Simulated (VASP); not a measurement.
Consider the following.

```yaml
crystal:
  lattice:
    - [2.19036, -3.79179, 0.00000]
    - [2.19036, 3.79179, 0.00000]
    - [0.00000, 0.00000, 4.50094]
  atoms:
    - { symbol: Ga, position: [0.15499, 0.84501, 0.91775] }
    - { symbol: Ga, position: [0.34501, 0.65499, 0.41775] }
    - { symbol: Ga, position: [0.65499, 0.34501, 0.58225] }
    - { symbol: Ga, position: [0.84501, 0.15499, 0.08225] }
```

All values below come from PBE GGA, VASP's PBE PAW potentials (set 64) (plane waves; VASP 6.6.1). Run with 480 eV cut-off, 8×8×6 Γ-centred mesh, first-order Methfessel-Paxton smearing of 0.10 eV, potentials Ga_d.

Problem. What does the run give for the energy per atom (σ→0), pressure, band gap (on the k-mesh) with the smallest direct gap where there is one?

Solution. 
```yaml
band gap (on the k-mesh): none (metal, semimetal or under 0.01 eV)
energy per atom (σ→0): -2.879 eV/atom
pressure: 5.00 GPa
```

Total energies compare only between runs with the same potentials, cut-off and functional.

The compound is Ga in the alpha structure. It was relaxed first under an external pressure of 5 GPa.
